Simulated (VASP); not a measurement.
# Vibrations of MgO at several levels of theory, part 3 of 3

How much do the zone-centre frequencies of MgO depend on the functional? The starting structure is a measured crystal structure from the Crystallography Open Database.

VASP 6.6.1.

Results so far: LDA T1u 423.5 cm⁻¹; LDA at the measured cell T1u 379.4 cm⁻¹; PBEsol T1u 393.1 cm⁻¹; PBE T1u 372.5 cm⁻¹; PBEsol + D3(BJ) T1u 418.7 cm⁻¹; r2SCAN T1u 407.6 cm⁻¹.

## 8. Modes with r2SCAN + rVV10

Level of this step: r2SCAN with rVV10; plane waves and PAW (Mg, O) (VASP).

rVV10 adds a nonlocal correlation energy for dispersion. The cell comes from a relaxation at this level, not shown (18.34 Å³).

INCAR reads:

```
SYSTEM = MgO
PREC = Accurate
ENCUT = 520
EDIFF = 1E-08
NELM = 100
ISMEAR = 0
SIGMA = 0.03
LREAL = .FALSE.
ALGO = Normal
METAGGA = R2SCAN
LUSE_VDW = .TRUE.
IVDW_NL = 2
BPARAM = 11.95
CPARAM = 0.0093
LASPH = .TRUE.
NBANDS = 10
LORBIT = 11
LWAVE = .FALSE.
LCHARG = .FALSE.
KPAR = 2
IBRION = 6
NFREE = 2
POTIM = 0.015
NSW = 1
ISIF = 2
```

POSCAR reads:

```
MgO
1.0
    0.0000000000      2.0932872073      2.0932872073
    2.0932872073      0.0000000000      2.0932872073
    2.0932872073      2.0932872073      0.0000000000
Mg O
1 1
Direct
    0.0000000000      0.0000000000      0.0000000000
    0.5000000000      0.5000000000      0.5000000000
```

KPOINTS reads:

```
Automatic mesh
0
Gamma
8 8 8
0 0 0
```

PAW data sets: Mg and O (PBE family, release 64).

Command:

```
$ mpirun -np 2 vasp_std
```

Output:

```text
[banner, memory and clock lines left out]
running    2 mpi-ranks, on    1 nodes
[...]
|                                                                             |
|               ----> ADVICE to this user running VASP <----                  |
|                                                                             |
|     You have switched on vdW-DFT.                                           |
|     This routine was written and supplied by Jiri Klimes. We recommend      |
|     that you carefully read and cite the following publications:            |
|       J. Klimes, D.R. Bowler, A. Michelides                                 |
|          J. Phys.: Cond Matt. 22 022201 (2010)                              |
|       J. Klimes, D.R. Bowler, A. Michelides                                 |
|          Phys. Rev. B. 83, 195131 (2011)                                    |
|     and references therein.                                                 |
|                                                                             |

[...]
Total rVV10 correction in eV:      0.2706286    11.2783760
Total rVV10 correction in eV:      0.2706286    11.2783760
DAV:  15    -0.158899455538E+02    0.67652E-07   -0.87566E-10   328   0.189E-04    0.275E-05
Total rVV10 correction in eV:      0.2706287    11.2783760
Total rVV10 correction in eV:      0.2706287    11.2783760
DAV:  16    -0.158899455325E+02    0.21290E-07   -0.93677E-11   310   0.913E-05    0.665E-06
Total rVV10 correction in eV:      0.2706287    11.2783760
Total rVV10 correction in eV:      0.2706287    11.2783760
DAV:  17    -0.158899455287E+02    0.37801E-08   -0.48325E-12   308   0.137E-05
Total rVV10 correction in eV:      0.2706287    11.2783760
Total rVV10 correction in eV:      0.2706287    11.2783760
Total rVV10 correction in eV:      0.2706287    11.2783760
Total rVV10 correction in eV:      0.2706287    11.2783760
   1 F= -.15889946E+02 E0= -.15889946E+02  d E =-.135186E-36
[... from here on, the cycles between the ionic steps are left out ...]
   2 F= -.15889305E+02 E0= -.15889305E+02  d E =-.481146E-37
   3 F= -.15889305E+02 E0= -.15889305E+02  d E =-.480908E-37
   4 F= -.15889270E+02 E0= -.15889270E+02  d E =-.510590E-37
   5 F= -.15889270E+02 E0= -.15889270E+02  d E =-.508519E-37
 Finite differences progress:
  Degree of freedom:   2/  2
  Displacement:        2/  2
  Total:               4/  4
```

It took 3.9 min on 2 MPI ranks of Intel Xeon Platinum 8488C (Sapphire Rapids), shared host; peak memory 0.42 GiB.

Parts of OUTCAR (step 8):

```text
  Total        0.0106314      0.0005704      0.0005704      0.0000000      0.0000000      0.0000000
  in kB        0.9285050      0.0498137      0.0498137      0.0000000      0.0000000      0.0000000
  external PRESSURE =       0.3427108 kB  Pullay stress =       0.0000000 kB

 POSITION                                       TOTAL-FORCE (eV/Angst)
 -----------------------------------------------------------------------------------
      0.00000      0.00000      0.00000        -0.092393      0.000000      0.000000
      2.07829      2.09329      2.09329         0.092393      0.000000      0.000000
 -----------------------------------------------------------------------------------
    total drift:                               -0.004364     -0.000001     -0.000001

  FREE ENERGIE OF THE ION-ELECTRON SYSTEM (eV)
  ---------------------------------------------------
  free  energy   TOTEN  =       -15.8892701439 eV

  energy  without entropy=      -15.8892701439  energy(sigma->0) =      -15.88927014

[... 1 part as in an earlier step ...]

[... 2 further parts left out ...]
[key lines of the parts left out:]
E-fermi :   3.1624
```

With r2SCAN + rVV10 the mode is T1u 414.7 cm⁻¹, -8.8 cm⁻¹ from LDA.

## 9. Modes with HSE06

HSE06 mixes in a quarter of exact exchange at short range, at far higher cost; in semiconductors this cures much of the gap error, while metals seldom gain. This run uses a 6×6×6 mesh. The cell comes from a relaxation at this level, not shown (18.51 Å³). Its starting orbitals come from a semilocal run on the same mesh, not shown.

Changes to INCAR since step 8:

```diff
@@ -9,9 +9,9 @@
 ALGO = Normal
-METAGGA = R2SCAN
-LUSE_VDW = .TRUE.
-IVDW_NL = 2
-BPARAM = 11.95
-CPARAM = 0.0093
+LHFCALC = .TRUE.
+AEXX = 0.25
+GGA = PE
+HFSCREEN = 0.2
 LASPH = .TRUE.
 NBANDS = 10
+PRECFOCK = Fast
 LORBIT = 11
```

POSCAR reads:

```
MgO
1.0
    0.0000000000      2.0994361567      2.0994361567
    2.0994361567      0.0000000000      2.0994361567
    2.0994361567      2.0994361567      0.0000000000
Mg O
1 1
Direct
    0.0000000000      0.0000000000      0.0000000000
    0.5000000000      0.5000000000      0.5000000000
```

KPOINTS reads:

```
Automatic mesh
0
Gamma
6 6 6
0 0 0
```

Command:

```
$ mpirun -np 2 vasp_std
```

Output:

```text
[banner, memory and clock lines left out]
running    2 mpi-ranks, on    1 nodes
[...]
LDA part: xc-table for (Slater+PW92), standard interpolation
 found WAVECAR, reading the header
 POSCAR, INCAR and KPOINTS ok, starting setup
[...]
reading WAVECAR
 the WAVECAR file was read successfully
 initial charge from wavefunction
 entering main loop
       N       E                     dE             d eps       ncg     rms          rms(c)
DAV:   1    -0.142398822049E+02   -0.14240E+02   -0.57283E-01   320   0.435E+00    0.607E-01
DAV:   2    -0.142319768435E+02    0.79054E-02   -0.22621E-02   340   0.128E+00    0.254E-01
DAV:   3    -0.142314534944E+02    0.52335E-03   -0.94549E-03   324   0.593E-01    0.185E-01
DAV:   4    -0.142313857916E+02    0.67703E-04   -0.11796E-04   332   0.952E-02    0.115E-01
[...]
DAV:  13    -0.142312476768E+02   -0.17742E-07   -0.89864E-09   244   0.110E-03    0.901E-04
DAV:  14    -0.142312476870E+02   -0.10133E-07   -0.36177E-09   160   0.725E-04    0.552E-04
DAV:  15    -0.142312476896E+02   -0.26636E-08   -0.13892E-09   160   0.459E-04
   1 F= -.14231248E+02 E0= -.14231248E+02  d E =-.611071E-33
[... from here on, the cycles between the ionic steps are left out ...]
   2 F= -.14230610E+02 E0= -.14230610E+02  d E =-.331894E-33
   3 F= -.14230610E+02 E0= -.14230610E+02  d E =-.331918E-33
   4 F= -.14230608E+02 E0= -.14230608E+02  d E =-.332012E-33
   5 F= -.14230608E+02 E0= -.14230608E+02  d E =-.331928E-33
 Finite differences progress:
  Degree of freedom:   2/  2
  Displacement:        2/  2
  Total:               4/  4
```

Wall time 17 min (2 MPI ranks); peak memory 0.5 GiB.

OUTCAR, selected parts (step 9):

```text
  Total        0.0102170      0.0003241      0.0003241     -0.0000000      0.0000000      0.0000000
  in kB        0.8844960      0.0280599      0.0280599     -0.0000000      0.0000000      0.0000000
  external PRESSURE =       0.3135386 kB  Pullay stress =       0.0000000 kB

 POSITION                                       TOTAL-FORCE (eV/Angst)
 -----------------------------------------------------------------------------------
      0.00000      0.00000      0.00000        -0.084656      0.000000      0.000000
      2.08444      2.09944      2.09944         0.084656      0.000000      0.000000
 -----------------------------------------------------------------------------------
    total drift:                               -0.000436      0.000094     -0.000108

  FREE ENERGIE OF THE ION-ELECTRON SYSTEM (eV)
  ---------------------------------------------------
  free  energy   TOTEN  =       -14.2306084497 eV

  energy  without entropy=      -14.2306084497  energy(sigma->0) =      -14.23060845

[... 3 further parts left out ...]
[key lines of the parts left out:]
E-fermi :   2.2435
```

With HSE06 the mode is T1u 399.1 cm⁻¹, -24.4 cm⁻¹ from LDA.

## 10. Comparison

| run | T1u | method | core minutes |
| --- | --- | --- | --- |
| LDA | 423.5 | perturbation theory | 1.67 |
| LDA at the measured cell | 379.4 | perturbation theory | 1.63 |
| PBEsol | 393.1 | perturbation theory | 1.93 |
| PBE | 372.5 | perturbation theory | 1.97 |
| PBEsol + D3(BJ) | 418.7 | finite displacements | 0.8 |
| r2SCAN | 407.6 | finite displacements | 3.34 |
| r2SCAN + rVV10 | 414.7 | finite displacements | 7.84 |
| HSE06 | 399.1 | finite displacements | 34.8 |

Modes are in cm⁻¹, degenerate ones as one, matched between runs by symmetry and order. A number in brackets counts the listed modes of one symmetry from the lowest. The symmetry labels come from an automatic analysis and can be wrong where levels nearly coincide. Core minutes are wall time times ranks of the run shown, on a shared host.

## 11. Summary of results

```json
{
  "T1u, LDA": "423.5 cm⁻¹",
  "T1u, LDA at the measured cell": "379.4 cm⁻¹",
  "T1u, PBEsol": "393.1 cm⁻¹",
  "T1u, PBE": "372.5 cm⁻¹",
  "T1u, PBEsol + D3(BJ)": "418.7 cm⁻¹",
  "T1u, r2SCAN": "407.6 cm⁻¹",
  "T1u, r2SCAN + rVV10": "414.7 cm⁻¹",
  "T1u, HSE06": "399.1 cm⁻¹"
}
```

**Reading.** On the cells relaxed at each level, the T1u mode of MgO lies between 373 cm⁻¹ (PBE) and 423 cm⁻¹ (LDA). Taking the measured cell, +4.7 % in volume, instead of the one relaxed with LDA moves T1u by -44.1 cm⁻¹. Some levels use perturbation theory and the others finite displacements, so their times can't be compared. LASPH is on in some of these runs and off in others, which adds a little to the differences. The dielectric constants and Born charges in the logs aren't compared here; at a small gap they can be far off, and in a run without a gap they mean nothing. The translations, which should lie at zero, come out at up to 2.3 cm⁻¹ with r2SCAN and 2.4 cm⁻¹ with r2SCAN + rVV10; the modes of such a run are uncertain by as much or more. HSE06 ran on a coarser mesh (6×6×6), which moves cell and modes too. The frequencies are harmonic, and the splitting of polar modes by their long-range field is left out. Further runs on this material are not shown.

[Lines on the potential files, build, host, timing and source positions are cut from VASP's logs without a mark.]

[Logs are printed without paths, hosts, clocks, repeated set-up lines and the standing remarks that a program may print on its own settings, such as how far it seeks lower states.]

[Hosts, paths, dates, database ids (printed as entryN), source tags and the programs' standing remarks are cut or masked in the printed files.]
